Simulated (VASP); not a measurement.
Level of theory: PBEsol GGA, VASP's PBE PAW potentials (set 64) (plane waves; VASP).

The input files of a VASP run:

File POSCAR:
```
Pd3S
1
    3.6843550000    -2.6752400000     0.0000000000
    3.6843550000     2.6752400000     0.0000000000
    0.0000000000     0.0000000000     6.4163400000
Pd S
6 2
Direct
  0.9593600000   0.6511600000   0.7500000000
  0.0406400000   0.3488400000   0.2500000000
  0.6511600000   0.9593600000   0.2500000000
  0.3488400000   0.0406400000   0.7500000000
  0.5000000000   0.5000000000   0.0000000000
  0.5000000000   0.5000000000   0.5000000000
  0.1916900000   0.8083100000   0.2500000000
  0.8083100000   0.1916900000   0.7500000000
```

**INCAR**
```
SYSTEM = Pd3S
PREC = Accurate; ENCUT = 300; LREAL = .FALSE.
LASPH = .TRUE.
EDIFF = 1E-6; NELM = 100; ALGO = Normal
LMAXMIX = 4
ISMEAR = -1; SIGMA = 0.1
GGA = PS
ISIF = 2
LWAVE = .FALSE.; LCHARG = .FALSE.
```

**KPOINTS**
```
kpoints
0
gamma
  1 1 1
```

POTCAR, in this order: Pd S (PBE.64 set). Program: vasp_std.

The resulting files:

### OSZICAR
```
       N       E                     dE             d eps       ncg     rms          rms(c)
DAV:   1     0.345835281932E+03    0.34584E+03   -0.26489E+04    86   0.104E+03
DAV:   2    -0.268566295628E+02   -0.37269E+03   -0.36486E+03    97   0.277E+02
DAV:   3    -0.440528255552E+02   -0.17196E+02   -0.16587E+02   100   0.574E+01
DAV:   4    -0.443456895950E+02   -0.29286E+00   -0.29151E+00    92   0.817E+00
DAV:   5    -0.443509733926E+02   -0.52838E-02   -0.52815E-02    92   0.111E+00    0.260E+01
DAV:   6    -0.422927212237E+02    0.20583E+01   -0.82550E+00   100   0.188E+01    0.140E+01
DAV:   7    -0.420919943721E+02    0.20073E+00   -0.11529E+00    92   0.891E+00    0.718E+00
DAV:   8    -0.420485552845E+02    0.43439E-01   -0.37526E-01   100   0.564E+00    0.163E+00
DAV:   9    -0.420224969679E+02    0.26058E-01   -0.11470E-01    86   0.305E+00    0.670E-01
DAV:  10    -0.420212190454E+02    0.12779E-02   -0.11900E-02    89   0.738E-01    0.290E-01
DAV:  11    -0.420210219378E+02    0.19711E-03   -0.10244E-03    97   0.219E-01    0.115E-01
DAV:  12    -0.420210144971E+02    0.74407E-05   -0.22427E-04    92   0.795E-02    0.339E-02
DAV:  13    -0.420210151384E+02   -0.64123E-06   -0.12180E-05    89   0.250E-02    0.102E-02
DAV:  14    -0.420210142968E+02    0.84160E-06   -0.22430E-06    76   0.130E-02
   1 F= -.42021014E+02 E0= -.41986003E+02  d E =-.700225E-01
```

OUTCAR:
```
------------------------ aborting loop because EDIFF is reached ----------------------------------------
  FORCE on cell =-STRESS in cart. coord.  units (eV):
  Direction    XX          YY          ZZ          XY          YZ          ZX
  --------------------------------------------------------------------------------------
  Total        6.3083125     -8.3870821      1.7999957      0.0000000      0.0000000      0.0000000
  in kB       79.9065161   -106.2380023     22.8002954      0.0000000      0.0000000      0.0000000
  external PRESSURE =      -1.1770636 kB  Pullay stress =       0.0000000 kB
  volume of cell :      126.49
      direct lattice vectors                 reciprocal lattice vectors
     3.684355000 -2.675240000  0.000000000     0.135708964 -0.186899119  0.000000000
     3.684355000  2.675240000  0.000000000     0.135708964  0.186899119  0.000000000
     0.000000000  0.000000000  6.416340000     0.000000000  0.000000000  0.155852090
 POSITION                                       TOTAL-FORCE (eV/Angst)
 -----------------------------------------------------------------------------------
      5.93373     -0.82451      4.81226         1.619945      1.615431      0.000000
      1.43498      0.82451      1.60408        -1.619945     -1.615431     -0.000000
      5.93373      0.82451      1.60408         1.619945     -1.615431     -0.000000
      1.43498     -0.82451      4.81226        -1.619945      1.615431      0.000000
      3.68436      0.00000      0.00000        -0.000000     -0.000000      0.000000
      3.68436      0.00000      3.20817         0.000000      0.000000      0.000000
      3.68436      1.64961      1.60408         0.000000      3.275819     -0.000000
      3.68436     -1.64961      4.81226         0.000000     -3.275819      0.000000
 -----------------------------------------------------------------------------------
    total drift:                               -0.000000     -0.000000     -0.000000
  FREE ENERGIE OF THE ION-ELECTRON SYSTEM (eV)
  ---------------------------------------------------
  free  energy   TOTEN  =       -42.0210142968 eV

  energy  without entropy=      -41.9509917926  energy(sigma->0) =      -41.98600304
```
(Selected blocks of OUTCAR.)

At this cut-off the stress carries a Pulay error, which pulls relaxed volumes low.

The structure comes from a computed database's Pd3S entry (Cmcm); how it stands against other phases isn't given here. The cell was not relaxed at this level. The k-mesh is coarse (spacing up to 1.45 per Å, 2π included), so the numbers may not be converged in it. The run is one of a series of settings (KPOINTS 1×1×1 Γ-centred mesh against the base run), some of them coarse on purpose.
